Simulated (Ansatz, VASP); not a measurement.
# Zr (Zirconium): VASP beside Ansatz, part 2 of 2

Wanted: the spread between two codes on one cell, functional and k mesh. The cell is taken from a series of runs on this material, whose earlier steps may have relaxed, scaled, displaced or heated it; both programs get it as it stands.

VASP 6.6.1 and Ansatz 0.2.0.

So far: The starting structure; VASP: zone-centre phonons, LDA, pair 1; Ansatz: zone-centre phonons, LDA, pair 1; Side by side.

## (5) VASP: zone-centre phonons, LDA, pair 2

Level of this step: LDA; plane waves and PAW (Zr_sv) (VASP).

Second derivatives magnify differences that forces hide, and they need a tight electronic threshold. The cell compared in this pair holds 45.30 Å³, against 44.43 Å³ for the pair before.

The input, INCAR:

```
SYSTEM = Zr
PREC = Accurate
ENCUT = 500
EDIFF = 1E-08
NELM = 120
ISMEAR = 1
SIGMA = 0.2
LREAL = .FALSE.
ALGO = Normal
GGA = PW92
NBANDS = 18
LASPH = .TRUE.
LORBIT = 11
LWAVE = .FALSE.
LCHARG = .FALSE.
ISIF = 2
IBRION = 8
GGA_COMPAT = .FALSE.
KPAR = 2
```

The input, POSCAR:

```
Zr
1.0
    3.1916635790      0.0000000000      0.0000000000
   -1.5958317895      2.7640617398      0.0000000000
    0.0000000000      0.0000000000      5.1354817041
Zr
2
Direct
    0.3333333334      0.6666666668      0.2500000000
    0.6666666668      0.3333333334      0.7500000000
```

The input, KPOINTS:

```
Automatic mesh
0
Gamma
15 15 8
0 0 0
```

PAW data sets: Zr_sv (LDA family, release 64).

On the command line:

```sh
mpirun -np 2 vasp_std
```

Numbers of over 12 decimals in the logs are rounded to 6 here.

Output:

```text
[banner, memory and clock lines left out]
running    2 mpi-ranks, on    1 nodes
[...]
[... a notice as in an earlier step ...]

 LDA part: xc-table for (Slater(with rela. corr.)+PW92), standard interpolation
 POSCAR, INCAR and KPOINTS ok, starting setup
[...]
entering main loop
       N       E                     dE             d eps       ncg     rms          rms(c)
DAV:   1     0.211533138865E+03    0.21153E+03   -0.13183E+04  4860   0.129E+03
DAV:   2    -0.416391381044E+01   -0.21570E+03   -0.21224E+03  5748   0.378E+02
DAV:   3    -0.189152688816E+02   -0.14751E+02   -0.14635E+02  8680   0.730E+01
DAV:   4    -0.192755481723E+02   -0.36028E+00   -0.35997E+00  5726   0.117E+01
[...]
DAV:  11    -0.185421433517E+02   -0.13465E-05   -0.78195E-06  5410   0.326E-02    0.171E-03
DAV:  12    -0.185421432760E+02    0.75685E-07   -0.36733E-07  6476   0.436E-03    0.159E-03
DAV:  13    -0.185421432778E+02   -0.18495E-08   -0.23409E-08  4496   0.931E-04
   1 F= -.18542143E+02 E0= -.18542767E+02  d E =0.187100E-02
[...]
RMM:  31    -0.613740888098E+00   -0.24750E-08    0.25956E-07 42506   0.311E-04    0.264E-05
RMM:  32    -0.613740890777E+00   -0.26791E-08    0.23881E-07 42239   0.302E-04    0.279E-05
RMM:  33    -0.613740896941E+00   -0.61643E-08    0.22385E-07 43431   0.294E-04    0.297E-05
 first order change of Fermi-energy   0.14935E-04
 force on displaced ion       1 direction 1 :  -0.567   0.000   0.000
 Linear response progress:
  Degree of freedom:   2/  2
       N       E                     dE             d eps       ncg     rms          rms(c)
RMM:   1    -0.775648569969E+00   -0.77565E+00    0.29817E+00  7533   0.135E+01
RMM:   2    -0.727109481424E+00    0.48539E-01   -0.26325E-01 11169   0.276E+00    0.244E-01
RMM:   3    -0.730491254826E+00   -0.33818E-02   -0.45840E-02 13623   0.977E-01    0.809E-02
RMM:   4    -0.733175273771E+00   -0.26840E-02   -0.58376E-03 15406   0.352E-01    0.319E-02
[...]
RMM:  21    -0.733339770966E+00   -0.76615E-07   -0.61489E-07 17029   0.492E-04    0.363E-05
RMM:  22    -0.733339854985E+00   -0.84019E-07   -0.89239E-07 16214   0.451E-04    0.325E-05
RMM:  23    -0.733339855277E+00   -0.29128E-09   -0.71011E-07 16756   0.414E-04    0.341E-05
 first order change of Fermi-energy  -0.14128E-03
 force on displaced ion       1 direction 3 :  -0.000   0.000  -3.999
 Linear response finished
```

OUTCAR, selected parts (step 5):

```text
  Total       -1.0708181     -1.0708181     -1.0537946      0.0000000      0.0000000      0.0000000
  in kB      -37.8686858    -37.8686858    -37.2666633      0.0000000      0.0000000      0.0000000
  external PRESSURE =     -37.6680116 kB  Pullay stress =       0.0000000 kB

 POSITION                                       TOTAL-FORCE (eV/Angst)
 -----------------------------------------------------------------------------------
      0.00000      1.84271      1.28387        -0.000000      0.000000      0.000000
      1.59583      0.92135      3.85161         0.000000      0.000000      0.000000
 -----------------------------------------------------------------------------------
    total drift:                               -0.000000     -0.000000      0.000000

[... 1 part as in an earlier step ...]

[... 1 further part left out ...]
```

## (6) Ansatz: zone-centre phonons, LDA, pair 2

The same cell, functional (in two slightly different forms), mesh and smearing now go to Ansatz, which takes its cutoff from its data sets.

The cell is taken from a series of runs on this material, whose earlier steps may have relaxed, scaled, displaced or heated it; both programs get it as it stands.

The input, input.yaml:

```yaml
crystal:
  lattice:
    - [3.191663579, 0.0, 0.0]
    - [-1.5958317895, 2.7640617398, 0.0]
    - [0.0, 0.0, 5.1354817041]
  atoms:
    - { symbol: Zr, position: [0.3333333333, 0.6666666667, 0.25] }
    - { symbol: Zr, position: [0.6666666667, 0.3333333333, 0.75] }
kpoints:
  mp_grid: { grid: [15, 15, 8] }
hamiltonian:
  xc: lda
  pseudopotentials: { kind: paw, azcp: { folder: soft_1 }, xc_functional: pbe }
scf:
  occupations: { method: methfessel_paxton, width: 0.2 }
output:
  eigenvalues: true
phonons:
  method: dfpt
```

On the command line:

```sh
ansatz run input.yaml --threads 4 --pin off --max-ram 10240MiB --backend cpu --events-out ev --progress --plain --runs-dir out
```

Output:

```text
[...]
Crystal: 2 atoms, lattice volume = 45.305 Å³
Basis set: ecut = 420 eV, 905 PW (Γ), exchange–correlation on 48×48×72 points (8 copies of the dense FFT grid, shifted against one another)
Bands: 16, of which v1, the nominal top of the filled ones, is band 12 counted from 1 (11 counted from 0)
Symmetry: 24 space group operations
k-points: 320 of 1800 (irreducible under 4 space group operations, time reversal used)
[...]
k-point 2: bands = [... 8 lower, 8.9740, 10.9635, 14.6255, 14.6993, 14.8460, 14.8460, 15.3739, 15.3739, ... 4 higher]
  k-point 319: bands = [... 8 lower, 11.8329, 11.8329, 13.4886, 13.4886, 14.2000, 14.2000, 15.9970, 15.9970, ... 4 higher]
[...]
ASR residual: 2.864e-6 → 0.000e0 eV/Å²; symmetrization residual: 1.141e-13 eV/Å²
  ASR residual per site (eV/Å²): 2.86e-6 2.86e-6
  Γ frequencies (cm⁻¹): 0.00 0.00 0.00 58.76 58.76 152.78
[...]
[key lines of the parts left out:]
SCF converged after 9 iterations
Free energy (F): -8154.947692 eV
Fermi energy:    14.169977 eV
```

## (7) Differences

Compared:

```csv
quantity,Ansatz,VASP,difference
optical mode 1 to 2 (cm⁻¹),58.8,58.1,+1.10 %
optical mode 3 (cm⁻¹),152.8,154.4,-1.06 %
```

Modes are paired by rising frequency, not by their patterns, so a pair may set unlike modes beside each other; they are those without the splitting of longitudinal modes.

## (8) Outcome

```json
{
 "r.m.s. difference of the optical zone-centre modes, each program's sorted by frequency (zone-centre phonons, LDA, pair 1)": "0.90 cm⁻¹",
 "difference in optical mode 1 to 2 (zone-centre phonons, LDA, pair 1)": "+1.3 %",
 "r.m.s. difference of the optical zone-centre modes, each program's sorted by frequency (zone-centre phonons, LDA, pair 2)": "1.1 cm⁻¹",
 "difference in optical mode 1 to 2 (zone-centre phonons, LDA, pair 2)": "+1.1 %"
}
```

What this shows: The r.m.s. difference of the optical zone-centre modes, each program's sorted by frequency is 0.90 cm⁻¹ (zone-centre phonons, LDA, pair 1). Among the rows given in per cent, the largest difference of the zone-centre phonons, LDA, pair 1 pair is in optical mode 1 to 2, +1.3 %. Among the rows given in per cent, the largest difference of the zone-centre phonons, LDA, pair 2 pair is in optical mode 1 to 2, +1.1 %. Such differences can come from data sets, numerical settings and the points named under the comparisons, not from the functional's error against experiment.

[Lines on the potential files, build, host, timing and source positions are cut from VASP's logs without a mark.]

[Logs are printed without paths, hosts, clocks, repeated set-up lines and the standing remarks that a program may print on its own settings, such as how far it seeks lower states.]

[Hosts, paths, dates, database ids (printed as entryN), source tags and the programs' standing remarks are cut or masked in the printed files.]
